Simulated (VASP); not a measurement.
Consider the following.

```xyz
2
Lattice="0.0000 3.0442 3.0442 3.0442 0.0000 3.0442 3.0442 3.0442 0.0000" Properties=species:S:1:pos:R:3 pbc="T T T"
Pb     0.0000     0.0000     0.0000
Se     3.0442     3.0442     3.0442
```

Method: PBE GGA, VASP's PBE PAW potentials (set 64) (plane waves; VASP 6.6.1). Settings: 480 eV cut-off, 8×8×8 Γ-centred mesh, Gaussian smearing of 0.050 eV, potentials Pb_d Se.

Q: Give the stress tensor in GPa (positive for a compressed cell).

A: 
```
3.38  0.00  0.00
0.00  3.38  0.00
0.00  0.00  3.38
```
The pressure is its mean diagonal, 3.38 GPa.

The compound is PbSe in the rock salt structure. This cell was strained or had an atom moved on purpose.
